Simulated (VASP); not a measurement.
VASP input:

POSCAR:
```
ReS
1
    0.0000000000     2.4911560000     2.4911560000
    2.4911560000     0.0000000000     2.4911560000
    2.4911560000     2.4911560000     0.0000000000
S Re
1 1
Direct
  0.0000000000   0.0000000000   0.0000000000
  0.5000000000   0.5000000000   0.5000000000
```

File KPOINTS:
```
Automatic mesh
0
gamma
  8 8 8
```

INCAR:
```
ALGO = Normal
AMIX = 0.1
BMIX = 3.0
EDIFF = 1E-6
ENCUT = 400
GGA = PE
IMIX = 1
ISIF = 2
ISMEAR = 0
LASPH = .TRUE.
LCHARG = .FALSE.
LMAXMIX = 6
LREAL = .FALSE.
LWAVE = .FALSE.
NELM = 100
PREC = Accurate
SIGMA = 0.05
SYSTEM = ReS
```

POTCAR, in this order: S Re (PBE.64 set). Program: vasp_std.

Q: Translate this PBE calculation to Ansatz.

A: One equivalent input (not run):
Ansatz 0.2 input:
```yaml
crystal:
  lattice:
    - [0.0000000, 2.4911560, 2.4911560]
    - [2.4911560, 0.0000000, 2.4911560]
    - [2.4911560, 2.4911560, 0.0000000]
  atoms:
    - { symbol: S, position: [0.0000000, 0.0000000, 0.0000000] }
    - { symbol: Re, position: [0.5000000, 0.5000000, 0.5000000] }
kpoints:
  mp_grid: { grid: [8, 8, 8] }
hamiltonian:
  xc: pbe
  pseudopotentials: { kind: paw }
scf:
  occupations: { method: gaussian, width: 0.05 }
  max_iter: 100
output: { forces: true, stress: true, eigenvalues: true }
```
What does not carry over: each code has its own PAW files, so the cut-off isn't converted (ENCUT is set for VASP's; basis.ecutwfc is left out, and Ansatz then takes the one that its files recommend); Ansatz stops its SCF on the density residual and VASP on the energy change (EDIFF).

The structure was generated: ReS was put into the rocksalt type (Fm-3m), which need not be its known phase. The cell was not relaxed at this level. The run is one of a series of settings (AMIX = 0.1, BMIX = 3.0, IMIX = 1 against the base run), some of them coarse on purpose.
